### Pressure of a fixed tin cell as the basis grows

A calculated pressure tells whether a crystal would expand or shrink if its cell were released. The answer is reliable only once the basis set is large enough for the stress to have settled. Here one cell of grey tin, the diamond-structured form, is held fixed while the wave cutoff is raised. The wave cutoff is the highest kinetic energy of the plane waves from which the electronic states are built. How fast does the pressure settle, and what should the run at 400 eV give?

VASP 6.6.1 plane-wave calculations with the PBE functional and the recommended PAW dataset for tin (Sn_d, 4d electrons included), without spin polarisation or spin–orbit coupling. Grey tin is held in a fixed cell of 2 atoms at 33.80 Å³ per atom, with a 6 × 6 × 6 k mesh and Gaussian smearing of 0.02 eV. Positive pressure means compression.

| wave cutoff | pressure (GPa) |
| --- | --- |
| 200 eV | -11.490 |
| 250 eV | 3.660 |
| 300 eV | 3.520 |
| 350 eV | 3.530 |
| 400 eV | ? |
| 450 eV | 3.880 |
| 520 eV | 3.830 |
| 600 eV | 3.870 |
| 700 eV | 3.880 |

Pressure is positive when the cell is compressed and would push outwards. The atoms, the cell and the density functional are the same in every row, so the changes down the column come from the basis and the numerical grids tied to it, not from any real squeezing. At 200 eV the cell appears to be under strong tension, and at every other known cutoff it is under moderate compression. From 450 eV upwards the known values agree within 0.05 GPa, and differences this small are not read as a trend here.

### Why a small basis pulls the pressure down

The cause is best seen in a simpler system, a single particle in an empty periodic box. Its states are plane waves, and when the box is stretched every wavelength stretches with it, so every kinetic energy falls as the inverse square of the box length. A fixed set of plane waves in a crystal behaves in the same way: as the volume V grows, the effective cutoff Ecut falls as V^(−2/3). The comparison ends there, because the empty box does not tell how much the energy of real tin depends on the cutoff.

The program's stress is the response of the energy to strain with the set of plane waves held fixed. Stretching the cell therefore also makes the basis slightly poorer, which costs energy, and the crystal seems to resist being stretched. If the remaining volume dependence of the basis error is neglected, this adds a false contribution to the pressure, known as Pulay stress:

P(error) = (2/3) · (Ecut/V) · dE/dEcut

Here E is the energy before any correction for the finite basis. It falls as the basis grows, so the error is negative.

Two limits follow. With a nearly complete basis the energy no longer responds to the cutoff, and the error vanishes. With a basis too small for the sharpest electronic states, each added wave lowers the energy steeply, and the error becomes large. The 200 eV row lies near this second limit: it is below the cutoff recommended for the tin dataset, and its pressure is about 15 GPa below the 700 eV value.

In tin the sharpest states treated here are those of the filled 4d shell. Between 250 and 600 eV the lowest 4d level at the centre of the Brillouin zone drops by 35 meV, while the lowest valence level there moves by only 2 meV. The 4d level is thus far more sensitive to the cutoff than the valence level. The shift of a level is not the change in the total energy, however, and the output does not split the pressure by shell. That the 4d electrons cause most of the pressure error is therefore expected, not shown.

### A false plateau

The approach to the limit is uneven. From 200 to 250 eV the error relative to the 700 eV row shrinks about seventyfold. If that factor were repeated, the error at 300 eV would be only 0.003 GPa, but it is 0.36 GPa, larger than at 250 eV. A steady exponential decay therefore fails at its first test.

The 300 and 350 eV rows then agree within 0.01 GPa, which looks like convergence. Both nevertheless lie about 0.35 GPa below the 700 eV value. If the offset is Pulay stress, the formula implies that the uncorrected energy is still falling with the cutoff at a similar rate in both runs, so their errors are alike rather than absent. The 250 eV row is closer to the end value, but the larger errors that follow show that it has not settled either.

### Forecast for 400 eV

The missing run lies midway between a row on the false plateau and a row in the settled group. Theory gives the sign of the error but not the shape of the climb between them. The forecast is therefore the mean of the two neighbours, 3.705 GPa, with half their difference, 0.175 GPa, as the error bar. This gives a range of 3.53 to 3.88 GPa: above the false plateau, at or below the settled level, and probably still somewhat low.

The same interpolation between neighbours was tried on the five known rows from 300 to 600 eV. Its largest miss, 0.17 GPa at 450 eV, is about as large as the error bar. At 250 eV the rule would break down, because one neighbour would be the 200 eV row with its huge error. The range is thus a judgement for the tail of the curve and not a statistical confidence interval.

The withheld rows as computed:

| wave cutoff | pressure (GPa) |
| --- | --- |
| 400 eV | 3.820 |

The computed pressure is 3.82 GPa, inside the range. The forecast is too low by 0.115 GPa, about two thirds of the error bar. The wording also holds, though "somewhat low" only just: the run lies 0.06 GPa below the 700 eV value, hardly more than the scatter of the settled group.

The miss has a plain numerical origin. Interpolation spreads the climb evenly between 350 and 450 eV, whereas most of it is already complete at 400 eV. Why the climb is so abrupt remains a guess. The short-wavelength part of a 4d state may come in lobes, so that some ranges of added waves matter much more than others, and the numerical grids also change with the cutoff.

A smooth decay with the inverse square of the cutoff, fitted to the known rows from 250 eV upwards, gives 3.76 GPa and comes closer. It is still a poor description of the curve, since it misses the 350 eV row by 0.18 GPa. Its better result at one cutoff is no reason to prefer it.

### Why the energy gives no warning

A user who watched only the total energy could easily stop too early. At 350 eV the printed energy is within about 1 meV per atom of the 700 eV value, while the pressure is still off by 0.35 GPa. The formula shows how this can happen: pressure responds to the slope of the uncorrected energy against the cutoff, not to the height of the printed energy.

The size of that slope can be estimated from the false plateau, if its whole offset is taken to be Pulay stress.

1. The mean error at 300 and 350 eV is −0.355 GPa. Division by 160.2 GPa per eV/Å³ gives −0.00222 eV/Å³.
2. The formula can be rewritten as dE/d(ln Ecut) = (3/2) · V · P(error). With V = 33.80 Å³ per atom, the slope is −0.112 eV per atom.
3. From 300 to 350 eV, ln Ecut grows by 0.154. The uncorrected energy should therefore fall by about 17 meV per atom.

The printed energy instead rises by 1.6 meV per atom. A likely reason is that the program adds a correction, derived from the free atom, for the kinetic energy lost at the cutoff. This correction can cancel much of the error in the energy while the stress keeps its own. The uncorrected energies are not available here, so the estimate of 17 meV remains untested.

### What this means in use

The pressure error matters when the cell is relaxed. If a bulk modulus of 40 GPa is assumed, a round figure not computed here, the offset at 350 eV corresponds to a volume about 0.9 % too small, or about 0.3 % in each edge. That is a visible error in a lattice constant, although two successive cutoffs agreed almost perfectly. A convergence test for a cell relaxation should therefore follow the pressure itself and continue well beyond the first pair of matching values.

The settled pressure of about 3.9 GPa belongs to this unrelaxed cell and this level of theory. The functional is known to make grey tin too large, so a positive pressure at a smaller fixed volume is plausible. A denser sampling of the Brillouin zone and spin–orbit coupling could shift the value, and neither was tested. Raising the cutoff removes the basis error alone.

Numerical output:

```
Forecast for 400 eV, mean of its neighbours, GPa: 3.705
Error bar of the forecast, half the neighbours difference, GPa: 0.175
Neighbour rule tried on 300 eV, prediction less value, GPa: 0.075
Neighbour rule tried on 350 eV, prediction less value, GPa: 0.11
Neighbour rule tried on 450 eV, prediction less value, GPa: -0.1735
Neighbour rule tried on 520 eV, prediction less value, GPa: 0.04533
Neighbour rule tried on 600 eV, prediction less value, GPa: -0.01778
fit of pressure on 7 rows (ec >= 250): constant 3.903 +/- 0.083, coefficient of x -0.3773 +/- 0.16; rms 0.104, worst 350 eV 0.18, leave-one-out rms 0.188
  rows outside the fit (model, value, miss): 200 eV 3.313, -11.49, 14.8; 400 eV 3.755, 3.82, -0.0647
Computed pressure at 400 eV, GPa: 3.82
Miss of the forecast, prediction less value, GPa: -0.115
Pressure at 400 eV less that at 700 eV, GPa: -0.06
Pressure at 200 eV less that at 700 eV, GPa: -15.37
Pressure at 250 eV less that at 700 eV, GPa: -0.22
Pressure at 300 eV less that at 700 eV, GPa: -0.36
Pressure at 350 eV less that at 700 eV, GPa: -0.35
Factor by which the error shrinks from 200 to 250 eV: 69.86
Error at 300 eV if that factor were repeated, GPa: -0.003149
Rough volume error from the 350 eV pressure, recalled bulk modulus 40 GPa, percent: -0.875
Energy at 200 eV less that at 700 eV, meV per atom: 117.7
Energy at 350 eV less that at 700 eV, meV per atom: 1.124
Printed energy change from 300 to 350 eV, meV per atom: 1.559
Change the Pulay formula would ask for there, meV per atom: -17.32
Shift of the lowest 4d level at Gamma from 250 to 600 eV, meV: -35.2
Shift of the lowest valence level at Gamma from 250 to 600 eV, meV: 2
```
